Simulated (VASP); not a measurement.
Consider the following.

```
CELL_PARAMETERS angstrom
      0.00000     2.13261     2.13261
      2.13261     0.00000     2.13261
      2.13261     2.13261     0.00000
ATOMIC_POSITIONS crystal
  Ru 0.00000 0.00000 0.00000
  C  0.50000 0.50000 0.50000
```

Computed with PBEsol GGA, VASP's PBE PAW potentials (set 64) (plane waves; VASP). Numerical set-up: 520 eV cut-off, Gaussian smearing of 0.050 eV, potentials Ru_pv C.

Q: Give the energies of bands 5 to 12 at the high-symmetry points, in eV from the Fermi level.

A: 
```json
[
 {"band": "5", "Γ": "-3.30", "X": "-5.58", "U": "-6.48", "L": "-8.84", "W": "-5.89"},
 {"band": "6", "Γ": "-3.30", "X": "-5.33", "U": "-5.69", "L": "-6.47", "W": "-5.83"},
 {"band": "7", "Γ": "-3.30", "X": "-1.96", "U": "-4.87", "L": "-6.47", "W": "-5.83"},
 {"band": "8", "Γ": "-2.25", "X": "-1.96", "U": "-1.64", "L": "-0.70", "W": "-0.11"},
 {"band": "9", "Γ": "-2.25", "X": "-1.04", "U": "-0.42", "L": "-0.70", "W": "-0.11"},
 {"band": "10", "Γ": "-0.30", "X": "0.07", "U": "0.84", "L": "1.23", "W": "0.08"},
 {"band": "11", "Γ": "-0.30", "X": "0.07", "U": "3.19", "L": "6.57", "W": "2.65"},
 {"band": "12", "Γ": "-0.30", "X": "3.65", "U": "3.26", "L": "6.94", "W": "2.69"}
]
```

It has no gap at this level: it comes out as a metal or semimetal.

The structure was generated: RuC was put into the rock salt type (Fm-3m), which need not be its known phase. It was relaxed first, which changed the volume by -30 %.
